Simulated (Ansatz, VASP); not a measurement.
## Cross-check of Li8Nb2O9 (Li8Nb2O9 (P-1)) between VASP and Ansatz

One calculation is typed for both programs; each brings its own data sets. How far apart do they land? The structure shown is the start of the Ansatz relaxation below; VASP solves that cell, so the two are compared at the walk's first step.

Program: Ansatz 0.2.0. Level of theory: plane waves, with VASP 6.6.1 beside it; single point at PBEsol. Results are calculated unless marked as measured.

## (1) Starting point

The cell holds 76 atoms: 32 Li, 8 Nb and 36 O. Its edges and angles: a = 5.861 Å, b = 8.792 Å, c = 15.176 Å, α = 87.1°, β = 79.1°, γ = 70.7°.

## (2) Ansatz: relaxation, PBEsol

Ansatz runs on its default PAW (the set named soft_2) files.

The two programs are compared at the cell with which this relaxation starts, whose forces are those of its first step.

input.yaml reads:

```yaml
crystal:
  lattice:
    - [5.860593, 0.0, 0.0]
    - [2.9113806, 8.2964154, 0.0]
    - [2.8607603, -0.1898153, 14.902775]
  atoms:
    - { symbol: Li, position: [0.40503789, 0.09195689, 0.35743531] }
    - { symbol: Li, position: [0.59496211, 0.90804311, 0.64256469] }
    - { symbol: Li, position: [0.97533958, 0.15916735, 0.14797601] }
    - { symbol: Li, position: [0.02466042, 0.84083265, 0.85202399] }
    - { symbol: Li, position: [0.13403268, 0.6597517, 0.34014867] }
    - { symbol: Li, position: [0.86596732, 0.3402483, 0.65985133] }
    - { symbol: Li, position: [0.25512528, 0.59172629, 0.15343055] }
    - { symbol: Li, position: [0.74487472, 0.40827371, 0.84656945] }
    - { symbol: Li, position: [0.79093351, 0.875816, 0.26274698] }
    - { symbol: Li, position: [0.20906649, 0.124184, 0.73725302] }
    - { symbol: Li, position: [0.32929369, 0.87656273, 0.26216149] }
    - { symbol: Li, position: [0.67070631, 0.12343727, 0.73783851] }
    - { symbol: Li, position: [0.05302817, 0.3755531, 0.23903303] }
    - { symbol: Li, position: [0.94697183, 0.6244469, 0.76096697] }
    - { symbol: Li, position: [0.59183319, 0.3781074, 0.23704061] }
    - { symbol: Li, position: [0.40816681, 0.6218926, 0.76295939] }
    - { symbol: Li, position: [0.43199908, 0.87826249, 0.03794417] }
    - { symbol: Li, position: [0.56800092, 0.12173751, 0.96205583] }
    - { symbol: Li, position: [0.91705387, 0.87849656, 0.02322077] }
    - { symbol: Li, position: [0.08294613, 0.12150344, 0.97677923] }
    - { symbol: Li, position: [0.17238337, 0.37210423, 0.05486673] }
    - { symbol: Li, position: [0.82761663, 0.62789577, 0.94513327] }
    - { symbol: Li, position: [0.67615019, 0.36958253, 0.03702284] }
    - { symbol: Li, position: [0.32384981, 0.63041747, 0.96297716] }
    - { symbol: Li, position: [0.70485506, 0.87429348, 0.46079471] }
    - { symbol: Li, position: [0.29514494, 0.12570652, 0.53920529] }
    - { symbol: Li, position: [0.21486877, 0.87271118, 0.44985054] }
    - { symbol: Li, position: [0.78513123, 0.12728882, 0.55014946] }
    - { symbol: Li, position: [0.94020775, 0.37736586, 0.47782894] }
    - { symbol: Li, position: [0.05979225, 0.62263414, 0.52217106] }
    - { symbol: Li, position: [0.47773859, 0.37363226, 0.45724416] }
    - { symbol: Li, position: [0.52226141, 0.62636774, 0.54275584] }
    - { symbol: Nb, position: [0.89298446, 0.12333897, 0.35580955] }
    - { symbol: Nb, position: [0.25681042, 0.37310299, 0.86174035] }
    - { symbol: Nb, position: [0.74318958, 0.62689701, 0.13825965] }
    - { symbol: Nb, position: [0.35782803, 0.37508557, 0.64319403] }
    - { symbol: Nb, position: [0.64217197, 0.62491443, 0.35680597] }
    - { symbol: Nb, position: [0.50555594, 0.87318685, 0.85008267] }
    - { symbol: Nb, position: [0.49444406, 0.12681315, 0.14991733] }
    - { symbol: Nb, position: [0.10701554, 0.87666103, 0.64419045] }
    - { symbol: O, position: [0.98636568, 0.10814629, 0.65558764] }
    - { symbol: O, position: [0.13899818, 0.60617847, 0.85635288] }
    - { symbol: O, position: [0.86100182, 0.39382153, 0.14364712] }
    - { symbol: O, position: [0.46422434, 0.36327382, 0.94654071] }
    - { symbol: O, position: [0.53577566, 0.63672618, 0.05345929] }
    - { symbol: O, position: [0.97115675, 0.35851441, 0.9420243] }
    - { symbol: O, position: [0.02884325, 0.64148559, 0.0579757] }
    - { symbol: O, position: [0.47736918, 0.14195022, 0.64367028] }
    - { symbol: O, position: [0.69464502, 0.12350966, 0.2494876] }
    - { symbol: O, position: [0.30535498, 0.87649034, 0.7505124] }
    - { symbol: O, position: [0.19179986, 0.12766779, 0.2529542] }
    - { symbol: O, position: [0.80820014, 0.87233221, 0.7470458] }
    - { symbol: O, position: [0.76447386, 0.37333788, 0.34308431] }
    - { symbol: O, position: [0.23552614, 0.62666212, 0.65691569] }
    - { symbol: O, position: [0.60417803, 0.87618817, 0.15759392] }
    - { symbol: O, position: [0.39582197, 0.12381183, 0.84240608] }
    - { symbol: O, position: [0.45576504, 0.62601776, 0.24776836] }
    - { symbol: O, position: [0.54423496, 0.37398224, 0.75223164] }
    - { symbol: O, position: [0.92759734, 0.62515925, 0.25054538] }
    - { symbol: O, position: [0.07240266, 0.37484075, 0.74945462] }
    - { symbol: O, position: [0.08082586, 0.13513796, 0.44486044] }
    - { symbol: O, position: [0.91917414, 0.86486204, 0.55513956] }
    - { symbol: O, position: [0.15943615, 0.38630514, 0.55475297] }
    - { symbol: O, position: [0.40196922, 0.86606576, 0.55836881] }
    - { symbol: O, position: [0.01363432, 0.89185371, 0.34441236] }
    - { symbol: O, position: [0.52263082, 0.85804978, 0.35632972] }
    - { symbol: O, position: [0.78053732, 0.11450764, 0.05810875] }
    - { symbol: O, position: [0.21946268, 0.88549236, 0.94189125] }
    - { symbol: O, position: [0.29396089, 0.11614471, 0.06244553] }
    - { symbol: O, position: [0.70603911, 0.88385529, 0.93755447] }
    - { symbol: O, position: [0.36968458, 0.35917785, 0.1562149] }
    - { symbol: O, position: [0.63031542, 0.64082215, 0.8437851] }
    - { symbol: O, position: [0.35179456, 0.61289587, 0.43814697] }
    - { symbol: O, position: [0.64820544, 0.38710413, 0.56185303] }
    - { symbol: O, position: [0.84056385, 0.61369486, 0.44524703] }
    - { symbol: O, position: [0.59803078, 0.13393424, 0.44163119] }
basis:
  ecutwfc: 420
  xc_grid: 2
hamiltonian:
  xc: pbesol
kpoints:
  mp_grid: { grid: [5, 4, 2] }
scf:
  occupations: { method: fermi_dirac, width: 0.01 }
  max_iter: 150
output:
  forces: true
  stress: true
relax:
  f_tol: 0.01
  max_steps: 60
  cell: {}
checkpoint:
  write: "../pbesol.run"
  compress: false
  write_wavefunctions: false
  write_every: 100000
```

On the command line:

```bash
$ ansatz run input.yaml --threads 8 --pin off --max-ram 14131MiB --backend cpu --events-out ev --progress --plain --runs-dir out
```

Numbers of over 12 decimals in the logs are rounded to 6 here.

What it wrote:

```text
Engine: ansatz 0.2.0, aarch64-unknown-linux-gnu
Pseudopotentials: kind: paw
Pseudopotential: Li, paw, valence charge 3, recommended cutoff 420 eV (normal), Li.paw.azcp
Pseudopotential: Nb, paw, valence charge 13, recommended cutoff 420 eV (normal), Nb.paw.azcp
Pseudopotential: O, paw, valence charge 6, recommended cutoff 420 eV (normal), O.paw.azcp
Functional definition: PBEsol
  exchange = pbesol_x
  correlation = pbesol_c
Crystal: 76 atoms, lattice volume = 724.601 Å³
Basis set: ecut = 420 eV, 14161 PW (Γ), exchange–correlation on 80×120×216 points (8 copies of the dense FFT grid, shifted against one another)
Bands: 284, of which v1, the nominal top of the filled ones, is band 208 counted from 1 (207 counted from 0)
Symmetry: 2 space group operations
Space group: P-1 (ITA 2), of the structure as read, at distance tolerance 9.0e-5 Å
k-points: 22 of 40
Non-local potential: Li, projectors of the file, l = 0: 3, l = 1: 2, l = 2: 1
Non-local potential: Nb, projectors of the file, l = 0: 3, l = 1: 2, l = 2: 2, l = 3: 1
Non-local potential: O, projectors of the file, l = 0: 2, l = 1: 2, l = 2: 1
PAW form: soft (Blöchl's): semilocal exchange-correlation on the pseudo side does not see the compensation charge
PAW frozen core: Nb, regenerated for the run's functional, and the local potential with it (the file was generated under x = pbe(κ = 0.804, μ = 0.219515), c = pbe(β = 0.066725))
PAW frozen core: O, regenerated for the run's functional, and the local potential with it (the file was generated under x = pbe(κ = 0.804, μ = 0.219515), c = pbe(β = 0.066725))
PAW one-centre angular grid: Li, 110 points (default); XC on 64 Gauss nodes
PAW one-centre angular grid: Nb, 590 points (default); XC on 64 Gauss nodes
PAW one-centre angular grid: O, 110 points (default); XC on 64 Gauss nodes
Initial density: superposition of atomic densities (neutral atoms: chi_scale 0, normalization atom), corrected by the library's trained network
Initial wavefunctions: pseudopotential atomic-orbital guess
Functional: x = pbesol(κ = 0.804, μ = 0.123457), c = pbesol(β = 0.046)
SCF iter   1: F=—  HF=-62740.163380 eV  |F-HF|=—  |Δ(HF+E_count)|=         —  Δρ=1.51e-2  dr2=1.48e0  ethr=1.77e-3  ⟨swp⟩=6.0  Hψ=24639  notcnv=0  defer=834
preconditioner: auto → Resta (q_TF=auto, 2.487 Å⁻¹)  ε∞=4.3  [insulator: Δε(μ)=3.074 eV  Ē_g=12.897 eV  σ=0.010 eV  W_gap=1.00  n_scr=196 (ndim 8)  ℏωp=23.4 eV  f_vac=0.060  D(μ)=0.00/eV (n_scr^D=0)  ε∞_Penn≈4.3]
SCF iter   2: F=—  HF=-62739.856244 eV  |F-HF|=—  |Δ(HF+E_count)|=   3.07e-1  Δρ=4.93e-3  dr2=1.98e-1  ethr=3.57e-4  ⟨swp⟩=2.0  Hψ=9403  notcnv=0  defer=1555
SCF iter   3: F=—  HF=-62739.818975 eV  |F-HF|=—  |Δ(HF+E_count)|=   3.73e-2  Δρ=1.39e-3  dr2=1.23e-2  ethr=4.75e-5  ⟨swp⟩=2.0  Hψ=7186  notcnv=0  defer=1555
SCF iter   4: F=—  HF=-62739.818716 eV  |F-HF|=—  |Δ(HF+E_count)|=   2.59e-4  Δρ=6.31e-4  dr2=3.42e-3  ethr=2.95e-6  ⟨swp⟩=2.1  Hψ=9212  notcnv=0  defer=1555
SCF iter   5: F=—  HF=-62739.818806 eV  |F-HF|=—  |Δ(HF+E_count)|=   8.99e-5  Δρ=2.16e-4  dr2=5.15e-4  ethr=8.22e-7  ⟨swp⟩=2.0  Hψ=7077  notcnv=0  defer=1555
SCF iter   6: F=—  HF=-62739.819316 eV  |F-HF|=—  |Δ(HF+E_count)|=   5.11e-4  Δρ=6.64e-5  dr2=7.70e-5  ethr=1.24e-7  ⟨swp⟩=2.0  Hψ=7076  notcnv=0  defer=1555
SCF iter   7: F=—  HF=-62739.819333 eV  |F-HF|=—  |Δ(HF+E_count)|=   1.70e-5  Δρ=7.56e-5  dr2=4.52e-5  ethr=1.85e-8  ⟨swp⟩=2.0  Hψ=9862  notcnv=0  defer=1555
SCF iter   8: F=—  HF=-62739.819344 eV  |F-HF|=—  |Δ(HF+E_count)|=   1.10e-5  Δρ=2.70e-5  dr2=6.08e-6  ethr=1.09e-8  ⟨swp⟩=2.0  Hψ=7742  notcnv=0  defer=1555
SCF iter   9: F=—  HF=-62739.819347 eV  |F-HF|=—  |Δ(HF+E_count)|=   3.06e-6  Δρ=6.34e-6  dr2=5.06e-7  ethr=1.46e-9  ⟨swp⟩=2.0  Hψ=7156  notcnv=0  defer=1555
SCF iter  10: F=—  HF=-62739.819348 eV  |F-HF|=—  |Δ(HF+E_count)|=   6.15e-7  Δρ=3.80e-6  dr2=1.20e-7  ethr=2.40e-11  ⟨swp⟩=4.0  Hψ=17687  notcnv=0
SCF iter  11: F=-62739.819348 eV  HF=-62739.819348 eV  |F-HF|=3.03e-8  |Δ(HF+E_count)|=   3.35e-8  Δρ=2.60e-6  dr2=4.71e-8  ethr=2.40e-11  ⟨swp⟩=3.2  Hψ=14612  notcnv=0
SCF 1 converged in 11 iterations: F = -62739.819348 eV  dr2 = 4.71e-8
  greatest PAW one-centre occupation: 1.000 electrons in one spin orbital (limit 2), on the Li atom at site 11 (counted from 0), in its partial waves of l = 0
relax step   1: F+E_penalty+E_count = -62739.81934783 eV  Δ(F+E_penalty+E_count) = +0.000e0 eV  max|allowed force component| = 6.922e-1 eV/Å  Δτ_max = 0.0000 Å  P = -3.587 GPa  Ω = 724.601 Å³  (11 SCF iters, dr2 threshold 1.00e-7 eV, accepted)
Crystal: 76 atoms, lattice volume = 716.311 Å³
Basis set: ecut = 420 eV, 14015 PW (Γ), exchange–correlation on 80×120×216 points (8 copies of the dense FFT grid, shifted against one another)
Initial density: handed on by an earlier stage of this run
Initial wavefunctions: those handed on with the density
[...]
atom  41  O     -0.00023091    -0.00103585    -0.00093215
  atom  42  O     -0.00007381     0.00154090    -0.00066167
  atom  43  O      0.00007381    -0.00154090     0.00066167
  atom  44  O     -0.00117366    -0.00018933    -0.00101247
  atom  45  O      0.00117366     0.00018933     0.00101247
  atom  46  O      0.00091844     0.00003519    -0.00065255
  atom  47  O     -0.00091844    -0.00003519     0.00065255
  atom  48  O      0.00005146     0.00003633     0.00058788
  atom  49  O      0.00091463     0.00020648     0.00150647
  atom  50  O     -0.00091463    -0.00020648    -0.00150647
  atom  51  O     -0.00044660     0.00011788     0.00134247
  atom  52  O      0.00044660    -0.00011788    -0.00134247
  atom  53  O     -0.00017460     0.00168006    -0.00003105
  atom  54  O      0.00017460    -0.00168006     0.00003105
  atom  55  O      0.00025527    -0.00042860     0.00124670
  atom  56  O     -0.00025527     0.00042860    -0.00124670
  atom  57  O      0.00039215     0.00012540     0.00044172
  atom  58  O     -0.00039215    -0.00012540    -0.00044172
  atom  59  O     -0.00040317     0.00069738     0.00049133
  atom  60  O      0.00040317    -0.00069738    -0.00049133
  atom  61  O      0.00033461    -0.00008267     0.00037063
  atom  62  O     -0.00033461     0.00008267    -0.00037063
  atom  63  O      0.00201619     0.00023022     0.00091170
  atom  64  O     -0.00049629     0.00003150     0.00028835
[...]
atom  69  O      0.00235319     0.00004845     0.00078009
  atom  70  O     -0.00235319    -0.00004845    -0.00078009
  atom  71  O      0.00020291    -0.00107047     0.00027963
  atom  72  O     -0.00020291     0.00107047    -0.00027963
  atom  73  O      0.00194760     0.00000729    -0.00105230
  atom  74  O     -0.00194760    -0.00000729     0.00105230
  atom  75  O     -0.00201619    -0.00023022    -0.00091170
  atom  76  O      0.00049629    -0.00003150    -0.00028835
  max |Σ_I F_I| component: 3.32e-19 eV/Å
--- Stress (GPa, compression-positive) ---
       -0.009134       0.000168       0.000418
        0.000168       0.001471       0.000655
        0.000418       0.000653      -0.014925
  P = ⅓ Tr σ = -0.0075 GPa (-0.075 kbar)
--- Relaxed structure (8 steps of the walk, 7 accepted, 2 SCFs on fresh bases) ---
  F+E_penalty+E_count = -62740.09904948 eV   max|allowed force component| = 2.467e-3 eV/Å   (the final SCF, on the basis selected at the relaxed cell)
  cell:  # Å, volume = 714.8614 Å³
    - [5.833799, -8.025958131275109e-5, 8.697094504767147e-5]
    - [2.897957, 8.257910, -0.00342549]
    - [2.847905, -0.195205, 14.838903]
  atoms:
    - { symbol: Li, position: [0.404223, 0.092028, 0.356743] }
    - { symbol: Li, position: [0.595777, 0.907972, 0.643257] }
    - { symbol: Li, position: [0.973900, 0.158568, 0.148519] }
    - { symbol: Li, position: [0.026100, 0.841432, 0.851481] }
    - { symbol: Li, position: [0.130567, 0.660236, 0.340877] }
    - { symbol: Li, position: [0.869433, 0.339764, 0.659123] }
    - { symbol: Li, position: [0.255724, 0.591320, 0.153616] }
    - { symbol: Li, position: [0.744276, 0.408680, 0.846384] }
    - { symbol: Li, position: [0.789578, 0.875802, 0.262217] }
    - { symbol: Li, position: [0.210422, 0.124198, 0.737783] }
    - { symbol: Li, position: [0.329363, 0.876137, 0.261565] }
    - { symbol: Li, position: [0.670637, 0.123863, 0.738435] }
    - { symbol: Li, position: [0.050332, 0.375415, 0.239075] }
    - { symbol: Li, position: [0.949668, 0.624585, 0.760925] }
    - { symbol: Li, position: [0.591209, 0.377373, 0.237001] }
    - { symbol: Li, position: [0.408791, 0.622627, 0.762999] }
    - { symbol: Li, position: [0.433780, 0.878058, 0.038019] }
    - { symbol: Li, position: [0.566220, 0.121942, 0.961981] }
    - { symbol: Li, position: [0.914816, 0.878689, 0.024235] }
    - { symbol: Li, position: [0.085184, 0.121311, 0.975765] }
    - { symbol: Li, position: [0.169717, 0.371777, 0.053978] }
    - { symbol: Li, position: [0.830283, 0.628223, 0.946022] }
    - { symbol: Li, position: [0.674072, 0.370350, 0.038049] }
    - { symbol: Li, position: [0.325928, 0.629650, 0.961951] }
    - { symbol: Li, position: [0.706466, 0.872987, 0.459930] }
    - { symbol: Li, position: [0.293534, 0.127013, 0.540070] }
    - { symbol: Li, position: [0.214011, 0.873136, 0.450361] }
    - { symbol: Li, position: [0.785989, 0.126864, 0.549639] }
    - { symbol: Li, position: [0.939407, 0.377080, 0.477019] }
    - { symbol: Li, position: [0.060593, 0.622920, 0.522981] }
    - { symbol: Li, position: [0.479487, 0.374085, 0.457284] }
    - { symbol: Li, position: [0.520513, 0.625915, 0.542716] }
    - { symbol: Nb, position: [0.892233, 0.123753, 0.355175] }
    - { symbol: Nb, position: [0.257365, 0.372748, 0.861161] }
    - { symbol: Nb, position: [0.742635, 0.627252, 0.138839] }
    - { symbol: Nb, position: [0.358907, 0.375449, 0.643720] }
    - { symbol: Nb, position: [0.641093, 0.624551, 0.356280] }
    - { symbol: Nb, position: [0.506756, 0.873448, 0.849859] }
    - { symbol: Nb, position: [0.493244, 0.126552, 0.150141] }
    - { symbol: Nb, position: [0.107767, 0.876247, 0.644825] }
    - { symbol: O, position: [0.988525, 0.106137, 0.655843] }
    - { symbol: O, position: [0.141180, 0.604180, 0.856959] }
    - { symbol: O, position: [0.858820, 0.395820, 0.143041] }
    - { symbol: O, position: [0.464263, 0.362916, 0.945207] }
    - { symbol: O, position: [0.535737, 0.637084, 0.054793] }
    - { symbol: O, position: [0.974411, 0.357830, 0.941209] }
    - { symbol: O, position: [0.025589, 0.642170, 0.058791] }
    - { symbol: O, position: [0.477291, 0.144207, 0.643407] }
    - { symbol: O, position: [0.692447, 0.123809, 0.249594] }
    - { symbol: O, position: [0.307553, 0.876191, 0.750406] }
    - { symbol: O, position: [0.190569, 0.127276, 0.252726] }
    - { symbol: O, position: [0.809431, 0.872724, 0.747274] }
    - { symbol: O, position: [0.764671, 0.373140, 0.343080] }
    - { symbol: O, position: [0.235329, 0.626860, 0.656920] }
    - { symbol: O, position: [0.604486, 0.876395, 0.157211] }
    - { symbol: O, position: [0.395514, 0.123605, 0.842789] }
    - { symbol: O, position: [0.457755, 0.626122, 0.247791] }
    - { symbol: O, position: [0.542245, 0.373878, 0.752209] }
    - { symbol: O, position: [0.923760, 0.625102, 0.250343] }
    - { symbol: O, position: [0.076240, 0.374898, 0.749657] }
    - { symbol: O, position: [0.078591, 0.135877, 0.443653] }
    - { symbol: O, position: [0.921409, 0.864123, 0.556347] }
    - { symbol: O, position: [0.159088, 0.386835, 0.556558] }
    - { symbol: O, position: [0.399945, 0.865689, 0.559448] }
[...]
- { symbol: O, position: [0.294391, 0.115594, 0.063490] }
    - { symbol: O, position: [0.705609, 0.884406, 0.936510] }
    - { symbol: O, position: [0.369814, 0.357186, 0.156298] }
    - { symbol: O, position: [0.630186, 0.642814, 0.843702] }
    - { symbol: O, position: [0.353479, 0.612092, 0.437169] }
    - { symbol: O, position: [0.646521, 0.387908, 0.562831] }
    - { symbol: O, position: [0.840912, 0.613165, 0.443442] }
    - { symbol: O, position: [0.600055, 0.134311, 0.440552] }
```

[end of part 1 of 2]

[Lines on the potential files, build, host, timing and source positions are cut from VASP's logs without a mark.]

[Logs are printed without paths, hosts, clocks, repeated set-up lines and the standing remarks that a program may print on its own settings, such as how far it seeks lower states.]

[Hosts, paths, dates, database ids (printed as entryN), source tags and the programs' standing remarks are cut or masked in the printed files.]
